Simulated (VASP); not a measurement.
PbS: the band gap from VASP (plane waves, PAW) at several levels of theory. Gaps are without spin-orbit coupling. Each level names its cell: its own relaxed one, PBE's, or the starting one. A gap is the smallest over the k-mesh and a band path; hybrids may have named points in place of the path, and GW has the mesh alone. The cell holds a wide vacuum, so values per volume refer to the whole cell.

```tsv
level	band gap (eV)
r2SCAN (own cell)	2.10
HSE06 (PBE cell)	2.30
```

The cell of the r2SCAN (own cell) run:

```cif
data_Pb2S2
_chemical_formula_sum 'Pb2 S2'
_space_group_name_H-M_alt 'P 1'
_space_group_IT_number 1
_cell_length_a 4.21800
_cell_length_b 4.21800
_cell_length_c 16.56536
_cell_angle_alpha 93.086
_cell_angle_beta 93.086
_cell_angle_gamma 90.000
loop_
_space_group_symop_operation_xyz
  'x, y, z'
loop_
_atom_site_label
_atom_site_type_symbol
_atom_site_fract_x
_atom_site_fract_y
_atom_site_fract_z
_atom_site_occupancy
Pb1 Pb 0.23231 0.23231 0.91379 1
Pb2 Pb 0.76769 0.76769 0.08621 1
S1 S 0.73408 0.73408 0.92513 1
S2 S 0.26592 0.26592 0.07487 1
```

Only levels that ran to the end are used. Left out are those held back, those with too coarse a band path, GW runs whose mesh misses a band edge, hybrids' fits of cells that aren't cubic and levels without matching references; a question may draw on a part of the rest.

The cell is a sheet or thin cut with vacuum, built from a database entry that may be metastable or hypothetical.
